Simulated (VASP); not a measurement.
CaB2 and the effect of the functional

Symmetry: P6/mmm, No. 191, hexagonal system. The conventional cell has a = 3.226 Å, b = 3.226 Å, c = 4.067 Å, α = 90.00°, β = 90.00°, γ = 120.00°. Ca (site symmetry 6/mmm) is surrounded by 12 B at 2.76 Å. B (site symmetry -6m2) is surrounded by 3 B at 1.86 Å.

The cell comes from a database or a generator and needn't be the stable form of this composition.

Kept alike: task band structure; k mesh 9 × 9 × 7; occupations fermi-dirac, width 0.05 eV; no spin polarisation. Program: VASP, PBE PAW files B, Ca_sv, 520 eV. The mesh is that of the run's cell of 3 atoms. No spin-orbit coupling.

| functional | pressure (GPa) |
| --- | --- |
| SCAN | -0.98 |
| TPSS | -0.31 |
| r2SCAN | 0.20 |

Pressure is positive in compression; the values hold the error of the finite cutoff, so their zero can differ a little from the energy's minimum. For a metal such a mesh leaves the last digits unconverged. Runs of this series that gave no sound value for these columns are left out. All rows use potentials made for PBE.

Problem. What does the functional change here?

Solution. The pressure runs from -0.98 (SCAN) to 0.20 GPa (r2SCAN).
